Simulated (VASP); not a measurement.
An input for Quantum ESPRESSO's pw.x (written as the equivalent of a VASP run, and not itself run):

```
&CONTROL
  calculation = 'vc-relax'
  pseudo_dir = './pseudo'
  outdir = './out'
  tprnfor = .true.
  tstress = .true.
  nstep = 60
  forc_conv_thr = 0.00039
/
&SYSTEM
  ibrav = 0
  nat = 2
  ntyp = 2
  ecutwfc = 102
  occupations = 'smearing'
  smearing = 'gaussian'
  degauss = 0.003675
  input_dft = 'pbesol'
/
&ELECTRONS
  conv_thr = 7.3e-08
  electron_maxstep = 100
/
&IONS
/
&CELL
/
ATOMIC_SPECIES
  Cd 112.414 Cd.upf
  O 15.999 O.upf
CELL_PARAMETERS angstrom
     2.7300000    0.0000000    0.0000000
     0.0000000    2.7300000    0.0000000
     0.0000000    0.0000000    2.7300000
ATOMIC_POSITIONS crystal
  Cd   0.0000000  0.0000000  0.0000000
  O    0.5000000  0.5000000  0.5000000
K_POINTS automatic
  9 9 9 0 0 0
```

**Question.** Write the VASP files for the same calculation (PBEsol).

**Answer.** This is not unique; one that fits is 
File POSCAR:
```
CdO
1
    2.7300000000     0.0000000000     0.0000000000
    0.0000000000     2.7300000000     0.0000000000
    0.0000000000     0.0000000000     2.7300000000
Cd O
1 1
Direct
  0.0000000000   0.0000000000   0.0000000000
  0.5000000000   0.5000000000   0.5000000000
```

### KPOINTS
```
Automatic mesh
0
Gamma
9 9 9
0 0 0
```

### INCAR
```
! general
SYSTEM   =  CdO
PREC     =  Accurate
ENCUT    =  520   ! plane-wave cut-off (eV)
LREAL    =  .FALSE.   ! projection in real space or not
LASPH    =  .TRUE.   ! aspherical one-centre terms

! electronic loop
EDIFF    =  1E-6
NELM     =  100
ALGO     =  Normal   ! blocked Davidson
LMAXMIX  =  4

! smearing
ISMEAR   =  0   ! Gaussian
SIGMA    =  0.05   ! width (eV)

! functional
GGA      =  PS

! ions
IBRION   =  2   ! conjugate gradients
NSW      =  60
ISIF     =  3   ! ions, shape and volume
EDIFFG   =  -0.01   ! ionic stop

! output
LWAVE    =  .FALSE.
LCHARG   =  .FALSE.
```

POTCAR, in this order: Cd O (PBE.64 set). Program: vasp_std.

The two are equivalent in intent, not identical: the potentials are each code's own (VASP's PAW set, PseudoDojo norm-conserving files in pw.x), so ENCUT and ecutwfc are chosen apart and not converted; conv_thr bounds pw.x's estimated SCF error, while EDIFF bounds the energy change between steps; forc_conv_thr acts on force components and is met together with etot_conv_thr.

The structure was generated: CdO was put into the CsCl type type (Pm-3m), which need not be its known phase. This run relaxes it. Symmetry was kept, so distortions that lower it aren't found.
